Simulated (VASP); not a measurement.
All values below come from PBE GGA, VASP's PBE PAW potentials (set 64) (plane waves; VASP 6.6.1).

Input for VASP

**POSCAR**
```
Mg
1
    1.6050000000    -2.7799420000     0.0000000000
    1.6050000000     2.7799420000     0.0000000000
    0.0000000000     0.0000000000     5.2100000000
Mg
2
Direct
  0.3333330000   0.6666670000   0.2500000000
  0.6666670000   0.3333330000   0.7500000000
```

KPOINTS:
```
Automatic mesh
0
Gamma
  12 12 7
0 0 0
```

INCAR:
```
SYSTEM = Mg
PREC = Accurate; ENCUT = 400; LREAL = .FALSE.
LASPH = .TRUE.; NBANDS = 3
EDIFF = 1E-6; NELM = 100; ALGO = Normal
ISMEAR = 1; SIGMA = 0.1
GGA = PE
ISIF = 2
LWAVE = .FALSE.; LCHARG = .FALSE.
```

POTCAR, in this order: Mg (PBE.64 set). Program: vasp_std.

The run wrote:

**OSZICAR**
```
       N       E                     dE             d eps       ncg     rms          rms(c)
DAV:   1     0.183269493940E+01    0.18327E+01   -0.10856E+03   456   0.761E+02
DAV:   2    -0.274951633355E+01   -0.45822E+01   -0.42557E+01   546   0.552E+01
DAV:   3    -0.301930638606E+01   -0.26979E+00   -0.26070E+00   603   0.105E+01
DAV:   4    -0.302211550634E+01   -0.28091E-02   -0.27917E-02   570   0.120E+00
DAV:   5    -0.302216419324E+01   -0.48687E-04   -0.48693E-04   591   0.979E-02    0.970E-01
DAV:   6    -0.301622567541E+01    0.59385E-02   -0.66434E-04   537   0.562E-01    0.621E-01
DAV:   7    -0.300868688783E+01    0.75388E-02   -0.25292E-03   477   0.970E-01    0.347E-02
DAV:   8    -0.300870097997E+01   -0.14092E-04   -0.19113E-05   621   0.638E-02    0.783E-03
DAV:   9    -0.300869941434E+01    0.15656E-05   -0.16212E-06   306   0.176E-02    0.718E-04
DAV:  10    -0.300869914016E+01    0.27418E-06   -0.64627E-08   264   0.355E-03
   1 F= -.30086991E+01 E0= -.30085394E+01  d E =-.479249E-03
```

File OUTCAR:
```
------------------------ aborting loop because EDIFF is reached ----------------------------------------
  FORCE on cell =-STRESS in cart. coord.  units (eV):
  Direction    XX          YY          ZZ          XY          YZ          ZX
  --------------------------------------------------------------------------------------
  Total       -0.0948908     -0.0948909     -0.3782156      0.0000000     -0.0000000      0.0000000
  in kB       -3.2700647     -3.2700658    -13.0338160      0.0000000     -0.0000000      0.0000000
  external PRESSURE =      -6.5246489 kB  Pullay stress =       0.0000000 kB
  volume of cell :       46.49
      direct lattice vectors                 reciprocal lattice vectors
     1.605000000 -2.779942000  0.000000000     0.311526480 -0.179859868  0.000000000
     1.605000000  2.779942000  0.000000000     0.311526480  0.179859868  0.000000000
     0.000000000  0.000000000  5.210000000     0.000000000  0.000000000  0.191938580
 POSITION                                       TOTAL-FORCE (eV/Angst)
 -----------------------------------------------------------------------------------
      1.60500      0.92665      1.30250        -0.000000     -0.000000      0.000000
      1.60500     -0.92665      3.90750         0.000000      0.000000      0.000000
 -----------------------------------------------------------------------------------
    total drift:                                0.000001     -0.000006      0.000001
  FREE ENERGIE OF THE ION-ELECTRON SYSTEM (eV)
  ---------------------------------------------------
  free  energy   TOTEN  =        -3.0086991402 eV

  energy  without entropy=       -3.0082198910  energy(sigma->0) =       -3.00853939
```
(Selected blocks of OUTCAR.)

The compound is Mg in the hcp structure. The cell was not relaxed at this level. The run is one of a series of settings (NBANDS = 3 against the base run), some of them coarse on purpose. VASP warned that the highest band is occupied, so more bands are needed.
